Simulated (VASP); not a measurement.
MnS:

```
CELL_PARAMETERS angstrom
0.00000 2.61225 2.61225
5.22450 2.61225 2.61225
5.22450 5.22450 0.00000
ATOMIC_POSITIONS crystal
Mn 0.00000 0.00000 0.00000
Mn 0.00000 0.00000 0.50000
S 0.50000 0.50000 0.00000
S 0.50000 0.50000 0.50000
```

Base run:

* Program: VASP 6.6.1
* Functional: PBEsol
* Potentials or basis: VASP PAW PBE potentials, release 64 (Mn_pv, S)
* Cutoff: 520 eV
* k mesh: 7 × 7 × 6
* Occupations: gaussian, width 0.05 eV
* Spin: collinear spin, antiferromagnetic start
* Starting moments: [4.0, -4.0, 0.0, 0.0] μB
* Hubbard terms: Mn d U = 4 eV

Its results: band gap on the k mesh 1.29 eV; pressure -0.9 GPa; net moment 0.00 μB per cell; site moments Mn +4.56, -4.56; S -0.03, +0.03 μB.

Task: The run is repeated on the same cell with these changes: spin from collinear spin, antiferromagnetic start to collinear spin, ferromagnetic start; moments at the start from [4.0, -4.0, 0.0, 0.0] to [4.0, 4.0, 0.0, 0.0]. What comes out?

Result: Band gap on the k mesh 0.55 eV; pressure -0.3 GPa; net moment 10.00 μB per cell; site moments Mn +4.59; S +0.08 μB.

Caveats: the PAW data sets were made with another functional, which shifts forces and pressure a little; an odd mesh through Γ misses points on the zone boundary, where band edges often lie.

Not every run made on this cell is shown here.
